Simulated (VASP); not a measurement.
Computed with PBE GGA, VASP's PBE PAW potentials (set 64) (plane waves; VASP).

The input files of a VASP run:

File KPOINTS:
```
Regular mesh
0
Gamma
 1 1 1
0 0 0
```

### POSCAR
```
C36HSi36
1
    4.6409808260    -8.0384148411     0.0000000000
    4.6409808260     8.0384148411     0.0000000000
    0.0000000000     0.0000000000    10.1276834096
Si C H
36 36 1
Direct
  0.0000000000   0.0000000000   0.0000000000
  0.0000000000   0.0000000000   0.5000000000
  0.2222220000   0.1111110000   0.7501800000
  0.1111110000   0.2222220000   0.2501800000
  0.0000000000   0.3333330000   0.0000000000
  0.0000000000   0.3333330000   0.5000000000
  0.2173210000   0.4446630000   0.7463360000
  0.1111110000   0.5555560000   0.2501800000
  0.0000000000   0.6666670000   0.0000000000
  0.0000000000   0.6666670000   0.5000000000
  0.2222220000   0.7777780000   0.7501800000
  0.1111110000   0.8888890000   0.2501800000
  0.3333330000   0.0000000000   0.0000000000
  0.3333330000   0.0000000000   0.5000000000
  0.5555560000   0.1111110000   0.7501800000
  0.4444440000   0.2222220000   0.2501800000
  0.3333330000   0.3333330000   0.0000000000
  0.3300310000   0.3332480000   0.4969770000
  0.5564400000   0.4404130000   0.7549570000
  0.4444440000   0.5555560000   0.2501800000
  0.3333330000   0.6666670000   0.0000000000
  0.3395520000   0.6692920000   0.4972180000
  0.5534250000   0.7775880000   0.7522430000
  0.4444440000   0.8888890000   0.2501800000
  0.6666670000   0.0000000000   0.0000000000
  0.6666670000   0.0000000000   0.5000000000
  0.8888890000   0.1111110000   0.7501800000
  0.7777780000   0.2222220000   0.2501800000
  0.6666670000   0.3333330000   0.0000000000
  0.6666670000   0.3333330000   0.5000000000
  0.8888890000   0.4444440000   0.7501800000
  0.7777780000   0.5555560000   0.2501800000
  0.6666670000   0.6666670000   0.0000000000
  0.6620530000   0.6634980000   0.5002680000
  0.8888890000   0.7777780000   0.7501800000
  0.7777780000   0.8888890000   0.2501800000
  0.0000000000   0.0000000000   0.8121600000
  0.0000000000   0.0000000000   0.3121600000
  0.2222220000   0.1111110000   0.5632900000
  0.1111110000   0.2222220000   0.0632900000
  0.0000000000   0.3333330000   0.8121600000
  0.0000000000   0.3333330000   0.3121600000
  0.2160780000   0.4405860000   0.5642800000
  0.1111110000   0.5555560000   0.0632900000
  0.0000000000   0.6666670000   0.8121600000
  0.0000000000   0.6666670000   0.3121600000
  0.2222220000   0.7777780000   0.5632900000
  0.1111110000   0.8888890000   0.0632900000
  0.3333330000   0.0000000000   0.8121600000
  0.3333330000   0.0000000000   0.3121600000
  0.5555560000   0.1111110000   0.5632900000
  0.4444440000   0.2222220000   0.0632900000
  0.3282700000   0.3277070000   0.8157270000
  0.3333330000   0.3333330000   0.3121600000
  0.5604970000   0.4439870000   0.5632650000
  0.4444440000   0.5555560000   0.0632900000
  0.3287520000   0.6666420000   0.8138970000
  0.3333330000   0.6666670000   0.3121600000
  0.5550960000   0.7745370000   0.5646560000
  0.4444440000   0.8888890000   0.0632900000
  0.6666670000   0.0000000000   0.8121600000
  0.6666670000   0.0000000000   0.3121600000
  0.8888890000   0.1111110000   0.5632900000
  0.7777780000   0.2222220000   0.0632900000
  0.6666670000   0.3333330000   0.8121600000
  0.6666670000   0.3333330000   0.3121600000
  0.8888890000   0.4444440000   0.5632900000
  0.7777780000   0.5555560000   0.0632900000
  0.6608320000   0.6652390000   0.8090590000
  0.6666670000   0.6666670000   0.3121600000
  0.8888890000   0.7777780000   0.5632900000
  0.7777780000   0.8888890000   0.0632900000
  0.4337420000   0.5403420000   0.6645680000
```

**INCAR**
```
! general
SYSTEM = C36HSi36
PREC   = Normal
ENCUT  = 400
LREAL  = Auto
LASPH  = .TRUE.
ISYM   = 0
NELECT = 288.0

! electronic loop
EDIFF  = 1E-5
NELM   = 100
NELMIN = 4
ALGO   = Fast

! smearing
ISMEAR = 0
SIGMA  = 0.05

! functional
GGA    = PE

! ions
IBRION = 2
NSW    = 60
ISIF   = 2
EDIFFG = -0.03

! output
LWAVE  = .TRUE.
LCHARG = .FALSE.
```

POTCAR, in this order: Si C H (PBE.64 set). Program: vasp_gam.

The run wrote:

File OSZICAR:
```
...
DAV:   1    -0.544044685139E+03   -0.41224E-03   -0.10012E-01   404   0.807E-01    0.787E-02
RMM:   2    -0.544044728790E+03   -0.43651E-04   -0.15709E-03   362   0.918E-02    0.420E-02
RMM:   3    -0.544044727556E+03    0.12335E-05   -0.39163E-04   372   0.389E-02    0.191E-02
RMM:   4    -0.544044733324E+03   -0.57679E-05   -0.75395E-05   319   0.166E-02
  40 F= -.54404473E+03 E0= -.54404473E+03  d E =-.370039E-02
       N       E                     dE             d eps       ncg     rms          rms(c)
DAV:   1    -0.544047481336E+03   -0.27538E-02   -0.43607E-01   372   0.164E+00    0.169E-01
RMM:   2    -0.544047541481E+03   -0.60145E-04   -0.73420E-03   362   0.187E-01    0.861E-02
RMM:   3    -0.544047488711E+03    0.52770E-04   -0.15607E-03   366   0.785E-02    0.363E-02
RMM:   4    -0.544047514695E+03   -0.25984E-04   -0.33203E-04   386   0.336E-02    0.168E-02
RMM:   5    -0.544047516944E+03   -0.22491E-05   -0.39655E-05   262   0.136E-02
  41 F= -.54404752E+03 E0= -.54404752E+03  d E =-.278362E-02
       N       E                     dE             d eps       ncg     rms          rms(c)
DAV:   1    -0.544047869736E+03   -0.35504E-03   -0.10384E-01   396   0.800E-01    0.823E-02
RMM:   2    -0.544047885155E+03   -0.15419E-04   -0.17700E-03   362   0.919E-02    0.419E-02
RMM:   3    -0.544047874177E+03    0.10978E-04   -0.38156E-04   367   0.387E-02    0.179E-02
RMM:   4    -0.544047880263E+03   -0.60862E-05   -0.77946E-05   318   0.165E-02
  42 F= -.54404788E+03 E0= -.54404788E+03  d E =-.314694E-02
       N       E                     dE             d eps       ncg     rms          rms(c)
DAV:   1    -0.544049998747E+03   -0.21246E-02   -0.21900E-01   372   0.116E+00    0.129E-01
RMM:   2    -0.544050103205E+03   -0.10446E-03   -0.36661E-03   362   0.139E-01    0.665E-02
RMM:   3    -0.544050086318E+03    0.16887E-04   -0.75221E-04   365   0.574E-02    0.265E-02
RMM:   4    -0.544050101052E+03   -0.14734E-04   -0.17055E-04   382   0.245E-02    0.120E-02
RMM:   5    -0.544050102301E+03   -0.12491E-05   -0.21868E-05   233   0.102E-02
  43 F= -.54405010E+03 E0= -.54405010E+03  d E =-.222204E-02
       N       E                     dE             d eps       ncg     rms          rms(c)
DAV:   1    -0.544050596017E+03   -0.49496E-03   -0.14432E-01   388   0.940E-01    0.104E-01
RMM:   2    -0.544050665034E+03   -0.69017E-04   -0.24414E-03   362   0.114E-01    0.538E-02
RMM:   3    -0.544050654404E+03    0.10630E-04   -0.50417E-04   365   0.469E-02    0.215E-02
RMM:   4    -0.544050664195E+03   -0.97919E-05   -0.11367E-04   359   0.201E-02    0.986E-03
RMM:   5    -0.544050665047E+03   -0.85157E-06   -0.14879E-05   224   0.827E-03
  44 F= -.54405067E+03 E0= -.54405067E+03  d E =-.278478E-02
       N       E                     dE             d eps       ncg     rms          rms(c)
DAV:   1    -0.544052517401E+03   -0.18532E-02   -0.19677E-01   380   0.107E+00    0.115E-01
RMM:   2    -0.544052576477E+03   -0.59076E-04   -0.33655E-03   362   0.125E-01    0.623E-02
RMM:   3    -0.544052556500E+03    0.19977E-04   -0.71967E-04   367   0.523E-02    0.243E-02
RMM:   4    -0.544052569612E+03   -0.13112E-04   -0.15054E-04   357   0.223E-02    0.115E-02
RMM:   5    -0.544052570792E+03   -0.11802E-05   -0.19004E-05   229   0.915E-03
  45 F= -.54405257E+03 E0= -.54405257E+03  d E =-.190574E-02
       N       E                     dE             d eps       ncg     rms          rms(c)
DAV:   1    -0.544053529622E+03   -0.96001E-03   -0.40107E-01   362   0.153E+00    0.165E-01
RMM:   2    -0.544053641919E+03   -0.11230E-03   -0.67799E-03   362   0.178E-01    0.888E-02
RMM:   3    -0.544053602259E+03    0.39660E-04   -0.14604E-03   367   0.746E-02    0.347E-02
RMM:   4    -0.544053629140E+03   -0.26880E-04   -0.30674E-04   383   0.318E-02    0.163E-02
RMM:   5    -0.544053631664E+03   -0.25249E-05   -0.40290E-05   266   0.133E-02
  46 F= -.54405363E+03 E0= -.54405363E+03  d E =-.296662E-02
       N       E                     dE             d eps       ncg     rms          rms(c)
DAV:   1    -0.544055404322E+03   -0.17752E-02   -0.22800E-01   388   0.117E+00    0.129E-01
RMM:   2    -0.544055534657E+03   -0.13034E-03   -0.39256E-03   362   0.140E-01    0.697E-02
RMM:   3    -0.544055526937E+03    0.77203E-05   -0.80124E-04   368   0.568E-02    0.287E-02
RMM:   4    -0.544055541849E+03   -0.14912E-04   -0.17303E-04   377   0.243E-02    0.128E-02
RMM:   5    -0.544055543176E+03   -0.13266E-05   -0.22704E-05   234   0.101E-02
  47 F= -.54405554E+03 E0= -.54405554E+03  d E =-.191151E-02
       N       E                     dE             d eps       ncg     rms          rms(c)
DAV:   1    -0.544055890892E+03   -0.34904E-03   -0.12803E-01   404   0.876E-01    0.967E-02
RMM:   2    -0.544055964454E+03   -0.73561E-04   -0.22320E-03   362   0.105E-01    0.524E-02
RMM:   3    -0.544055959854E+03    0.45995E-05   -0.45720E-04   368   0.429E-02    0.217E-02
RMM:   4    -0.544055968225E+03   -0.83707E-05   -0.98343E-05   332   0.183E-02
  48 F= -.54405597E+03 E0= -.54405597E+03  d E =-.233656E-02
       N       E                     dE             d eps       ncg     rms          rms(c)
DAV:   1    -0.544057222917E+03   -0.12631E-02   -0.27921E-01   372   0.130E+00    0.139E-01
RMM:   2    -0.544057351246E+03   -0.12833E-03   -0.48787E-03   362   0.153E-01    0.731E-02
RMM:   3    -0.544057339092E+03    0.12154E-04   -0.10089E-03   372   0.621E-02    0.316E-02
RMM:   4    -0.544057353682E+03   -0.14590E-04   -0.19376E-04   378   0.262E-02    0.133E-02
RMM:   5    -0.544057355933E+03   -0.22509E-05   -0.26239E-05   243   0.107E-02
  49 F= -.54405736E+03 E0= -.54405736E+03  d E =-.138771E-02
       N       E                     dE             d eps       ncg     rms          rms(c)
DAV:   1    -0.544057444750E+03   -0.91068E-04   -0.32151E-02   404   0.440E-01    0.469E-02
RMM:   2    -0.544057461466E+03   -0.16715E-04   -0.57515E-04   362   0.527E-02    0.247E-02
RMM:   3    -0.544057461171E+03    0.29533E-06   -0.12168E-04   360   0.214E-02    0.110E-02
RMM:   4    -0.544057462693E+03   -0.15228E-05   -0.20290E-05   231   0.897E-03
  50 F= -.54405746E+03 E0= -.54405746E+03  d E =-.149447E-02
       N       E                     dE             d eps       ncg     rms          rms(c)
DAV:   1    -0.544058158796E+03   -0.69763E-03   -0.10783E-01   372   0.837E-01    0.869E-02
RMM:   2    -0.544058198186E+03   -0.39390E-04   -0.18052E-03   362   0.985E-02    0.429E-02
RMM:   3    -0.544058187154E+03    0.11032E-04   -0.40433E-04   368   0.405E-02    0.192E-02
RMM:   4    -0.544058192893E+03   -0.57384E-05   -0.90063E-05   337   0.174E-02
  51 F= -.54405819E+03 E0= -.54405819E+03  d E =-.730199E-03
       N       E                     dE             d eps       ncg     rms          rms(c)
DAV:   1    -0.544058216420E+03   -0.29266E-04   -0.41077E-03   412   0.163E-01    0.177E-02
RMM:   2    -0.544058218678E+03   -0.22578E-05   -0.78053E-05   333   0.204E-02    0.915E-03
RMM:   3    -0.544058218532E+03    0.14659E-06   -0.17309E-05   224   0.843E-03    0.436E-03
RMM:   4    -0.544058218785E+03   -0.25391E-06   -0.35810E-06   204   0.358E-03
  52 F= -.54405822E+03 E0= -.54405822E+03  d E =-.756092E-03
       N       E                     dE             d eps       ncg     rms          rms(c)
DAV:   1    -0.544058522423E+03   -0.30389E-03   -0.35045E-02   372   0.480E-01    0.494E-02
RMM:   2    -0.544058536098E+03   -0.13675E-04   -0.57489E-04   362   0.563E-02    0.239E-02
RMM:   3    -0.544058533192E+03    0.29062E-05   -0.12306E-04   366   0.232E-02    0.112E-02
RMM:   4    -0.544058534801E+03   -0.16087E-05   -0.26309E-05   237   0.100E-02
  53 F= -.54405853E+03 E0= -.54405853E+03  d E =-.316015E-03
```

File OUTCAR:
```
------------------------ aborting loop because EDIFF is reached ----------------------------------------
  FORCE on cell =-STRESS in cart. coord.  units (eV):
  Direction    XX          YY          ZZ          XY          YZ          ZX
  --------------------------------------------------------------------------------------
  Total       -5.9536148     -4.4206426    -22.5818729      2.0774045      1.6319906     -1.7370621
  in kB      -12.6232451     -9.3729368    -47.8795698      4.4046494      3.4602537     -3.6830331
  external PRESSURE =     -23.2919172 kB  Pullay stress =       0.0000000 kB
  volume of cell :      755.65
      direct lattice vectors                 reciprocal lattice vectors
     4.640980826 -8.038414841  0.000000000     0.107735847 -0.062201318  0.000000000
     4.640980826  8.038414841  0.000000000     0.107735847  0.062201318  0.000000000
     0.000000000  0.000000000 10.127683410     0.000000000  0.000000000  0.098739263
  FREE ENERGIE OF THE ION-ELECTRON SYSTEM (eV)
  ---------------------------------------------------
  free  energy   TOTEN  =      -544.0585348006 eV

  energy  without entropy=     -544.0585348006  energy(sigma->0) =     -544.05853480

 reached required accuracy - stopping structural energy minimisation
```
(Selected blocks of OUTCAR.)

File CONTCAR:
```
C36HSi36
   1.00000000000000
     4.6409808259999998   -8.0384148410999998    0.0000000000000000
     4.6409808259999998    8.0384148410999998    0.0000000000000000
     0.0000000000000000    0.0000000000000000   10.1276834095999995
  Si              C               H
    36    36     1
Direct
     0.0001925256947265    0.9996933648883604    0.0011482273915676
     0.9996659934401618    0.9984123176244123    0.5004199808366732
     0.2215075602779931    0.1110324003438684    0.7518147108817332
     0.1114748694736346    0.2209598974995278    0.2505681297055372
     0.9997972901199245    0.3333501515452175    0.0034170172789575
     0.9981946181452444    0.3306298935891783    0.5013332874751899
     0.2172017284634609    0.4438699966113430    0.7637238548509836
     0.1123495597483933    0.5570696168004016    0.2513372658148015
     0.0002367516876589    0.6670512533606539    0.0013173056497085
     0.0005566939689770    0.6673766883042488    0.5005156186015259
     0.2216571168832133    0.7786558179735887    0.7518782746898952
     0.1119652880660403    0.8890794200553076    0.2510274611909060
     0.3336828684423140    0.0003276912531343    0.0007838784956381
     0.3345902937863113    0.0004782100837227    0.5005154556680993
     0.5553990354178849    0.1113326356240984    0.7517327743220269
     0.4468106787852342    0.2216805241370289    0.2497337632744600
     0.3337506321684932    0.3333665145737683    0.0024357682646586
     0.3372027885131522    0.3234891923073643    0.4930762769706402
     0.5554039238103449    0.4441822391506178    0.7524857376232990
     0.4462702066801230    0.5568023995668913    0.2504669702329393
     0.3339694508540642    0.6679687139384618    0.0027714407598533
     0.3369580740057336    0.6773143086724538    0.4969546132880610
     0.5554918570459110    0.7784564768151544    0.7523023588111816
     0.4464913200502770    0.8910080885201940    0.2505269098414033
     0.6675650301574388    0.0005206124570517    0.0016607237937206
     0.6683603121336098    0.0016598866549187    0.5009687515352352
     0.8881520955302253    0.1100912604001250    0.7527909472248264
     0.7796141269410820    0.2230840090025176    0.2527099921039923
     0.6676401670267088    0.3340901643037367    0.0015231684243681
     0.6690562052562756    0.3330105350011541    0.5008315167069460
     0.8882055254054961    0.4451482407135937    0.7525975992842030
     0.7788748546803979    0.5561208698046818    0.2510591612338575
     0.6670071670637312    0.6669447309511970    0.0010404794333999
     0.6672637959364571    0.6669902524887185    0.4997404203304856
     0.8883008687571081    0.7775799070583527    0.7515388639097702
     0.7785969816594872    0.8891821002357299    0.2510128756542426
     0.9997866448032432    0.9999286808994891    0.8134192787039606
     0.0005217240333761    0.9998208005883186    0.3134253557255939
     0.2215636145359934    0.1095944121735507    0.5618730849908445
     0.1111713594242920    0.2220207561730288    0.0623936561845288
     0.9966078709016032    0.3320512974552830    0.8155980557642726
     0.0043768981096120    0.3351007700976837    0.3157731964961784
     0.2344171974775737    0.4527449902194995    0.5652297308443591
     0.1114206051270405    0.5558482867210879    0.0628017316903025
     0.9997917066094910    0.6669394830037872    0.8135462935907281
     0.0007536832506579    0.6669923747204348    0.3135341103753577
     0.2221250660127061    0.7795493909484811    0.5622049854663199
     0.1117674942345321    0.8891695864328567    0.0621476701063123
     0.3332442889648326    0.0006913870516602    0.8131312995344265
     0.3344724762189418    0.0005904751355692    0.3132875231558313
     0.5566726990526860    0.1116751305277500    0.5625482670017236
     0.4455311754000579    0.2224917799132342    0.0617244733840544
     0.3317335474891775    0.3335094157372765    0.8140788142197048
     0.3345549588377656    0.3328638254820849    0.3102611198613737
     0.5555701983370507    0.4429189217951549    0.5611605028468630
     0.4447354890047266    0.5559480261708664    0.0621638558227841
     0.3323347473799583    0.6672617733654204    0.8147146924221462
     0.3348552360506068    0.6682437188406221    0.3119814861116890
     0.5563786846527906    0.7794054763810360    0.5619447773649203
     0.4456102604412993    0.8902690440671648    0.0622405536147155
     0.6662899388575818    0.0001658754138123    0.8139515158766053
     0.6684462925736487    0.0010414374635080    0.3137492822306788
     0.8919994915218383    0.1125503186521764    0.5633815394052488
     0.7789286542595134    0.2229788068678294    0.0635062391242953
     0.6661765144269115    0.3333967065781757    0.8137061592703666
     0.6684688784399299    0.3340467377882168    0.3136623457473628
     0.8932473847443890    0.4449970397360023    0.5631156902642450
     0.7781601569438958    0.5560309020271001    0.0621800451083438
     0.6659944436906055    0.6664974500581148    0.8131007646708519
     0.6673118162627064    0.6669019977869253    0.3130811759998540
     0.8880993670616371    0.7767362660818078    0.5623544506128653
     0.7781610414683994    0.8889938862922839    0.0621031065148258
     0.3580151373216151    0.4930983890419545    0.6090625883406859
```

OUTCAR:
```
 val. band max:        8.1003270125   @ k =   0.0000   0.0000   0.0000

 cond. band min:      10.5234450012   @ k =   0.0000   0.0000   0.0000


 Fermi energy:         8.3719428726

 k-point     1 :       0.0000    0.0000    0.0000
  band No.  band energies     occupation
      1      -7.4518      2.00000
      2      -6.5155      2.00000
      3      -6.1341      2.00000
      4      -5.8642      2.00000
      5      -5.5113      2.00000
      6      -5.4934      2.00000
      7      -5.4296      2.00000
      8      -5.4207      2.00000
      9      -5.4063      2.00000
     10      -4.8754      2.00000
     11      -4.4508      2.00000
     12      -4.4361      2.00000
     13      -4.4081      2.00000
     14      -4.3927      2.00000
     15      -4.3796      2.00000
     16      -4.3485      2.00000
     17      -4.3380      2.00000
     18      -4.3336      2.00000
     19      -4.3274      2.00000
     20      -4.3154      2.00000
     21      -4.2973      2.00000
     22      -3.8071      2.00000
     23      -3.1279      2.00000
     24      -2.8800      2.00000
     25      -2.8677      2.00000
     26      -2.7435      2.00000
     27      -2.6036      2.00000
     28      -2.5976      2.00000
     29      -2.5883      2.00000
     30      -2.5782      2.00000
     31      -2.5400      2.00000
     32      -2.4804      2.00000
     33      -2.4646      2.00000
     34      -2.4208      2.00000
     35      -2.4102      2.00000
     36      -2.3926      2.00000
     37      -0.5257      2.00000
     38       0.1106      2.00000
     39       0.4185      2.00000
     40       0.5412      2.00000
     41       0.6841      2.00000
     42       0.7316      2.00000
     43       0.7513      2.00000
     44       0.7834      2.00000
     45       0.7921      2.00000
     46       0.8028      2.00000
     47       0.8185      2.00000
     48       0.8399      2.00000
     49       0.8472      2.00000
     50       1.1083      2.00000
     51       1.4567      2.00000
...
```

At this cut-off the stress carries a Pulay error, which pulls relaxed volumes low. The cell is charged, with a uniform compensating background. The supercell is sampled at Γ alone, which is coarse: total energies, pressure and levels can be off, energies of defects by several tenths of an eV.

The cell is a supercell with a defect, built from SiC (4h): H_i, charge +1. The run is not spin-polarised, so no state with unpaired spins was tried.
